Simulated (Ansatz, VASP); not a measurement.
**Two plane-wave programs on ZrAl3B3N**

```
Zr Al B N
1.0
     3.45711    0.00000    0.00000
     0.00000    3.45711    0.00000
     0.00000    0.00000   10.08935
Zr Al B N
1 3 3 1
Cartesian
  0.0000 0.0000 6.5953
  1.7286 0.0000 4.2695
  0.0000 1.7286 4.2695
  1.7286 1.7286 0.8316
  0.0000 0.0000 9.0756
  1.7286 1.7286 2.8947
  1.7286 1.7286 6.0050
  0.0000 0.0000 0.3173
```

Alike in both runs: functional PBE; k mesh 3 × 3 × 2; occupations gaussian, width 0.15 eV; no spin polarisation.

Ansatz relaxed the structure, and its values are those at the end. VASP's run is a single point on that final structure, the one shown.

```csv
,VASP,Ansatz
version,VASP 6.6.1,Ansatz 0.2.0
potentials or method,"VASP PAW PBE potentials, release 64 (Zr_sv, Al, B, N)","scalar-relativistic, plane waves, PAW"
plane-wave cutoff (eV),520,420
valence electrons in the cell,35,35
```

Ansatz gave:

```
gap on the k mesh at the Fermi level (eV) : none
pressure (GPa)                            : 0.0
rms of the force components (eV/Å)        : 0.001
```

Question: What did VASP give for the same quantities?

Answer: gap on the k mesh at the Fermi level (eV): none; pressure (GPa): 0.0; rms of the force components (eV/Å): 0.011.

A gap of «none» marks a metal or a gap that the smearing closes.

Caveats: the k mesh is coarse (spacing up to 0.61 Å⁻¹), so the values aren't converged.
